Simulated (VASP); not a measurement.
The system is ZrC.

```
Zr C
1.0
     0.00000    2.35021    2.35021
     2.35021    0.00000    2.35021
     2.35021    2.35021    0.00000
Zr C
1 1
Cartesian
  2.3502 2.3502 2.3502
  0.0000 0.0000 0.0000
```

- Program: VASP 6.6.1
- Task: relaxation of cell and atoms
- Functional: PBEsol
- Potentials or basis: VASP PAW PBE potentials, release 64 (Zr_sv, C)
- Cutoff: 600 eV
- k mesh: 16 × 16 × 16
- Occupations: gaussian, width 0.1 eV
- Spin: no spin polarisation

At the start: pressure -4.3 GPa; volume 12.98 Å³/atom.

Question: Where does the relaxation end?

Answer: Over 3 steps the energy falls by 3.3 meV/atom and the volume is 12.74 Å³/atom (-1.9 %); space group Fm-3m (No. 225, to 0.05 Å).

The path:
```
step  energy change (eV)  largest force (eV/Å)  pressure (GPa)  volume (Å³)
   1              0.0000                0.0000           -4.30        25.96
   2              0.0128                0.0000            8.01        24.68
   3             -0.0067                0.0000           -0.04        25.48
```

Final structure:
```cif
data_structure
_symmetry_space_group_name_H-M 'P 1'
_symmetry_Int_Tables_number 1
_cell_length_a 3.3029
_cell_length_b 3.3029
_cell_length_c 3.3029
_cell_angle_alpha 60.000
_cell_angle_beta 60.000
_cell_angle_gamma 60.000
_cell_volume 25.48
loop_
_atom_site_label
_atom_site_type_symbol
_atom_site_fract_x
_atom_site_fract_y
_atom_site_fract_z
_atom_site_occupancy
Zr1 Zr 0.50000 0.50000 0.50000 1
C1 C 0.00000 0.00000 0.00000 1
```

Caveat: the PAW data sets were made with another functional, which shifts forces and pressure a little.
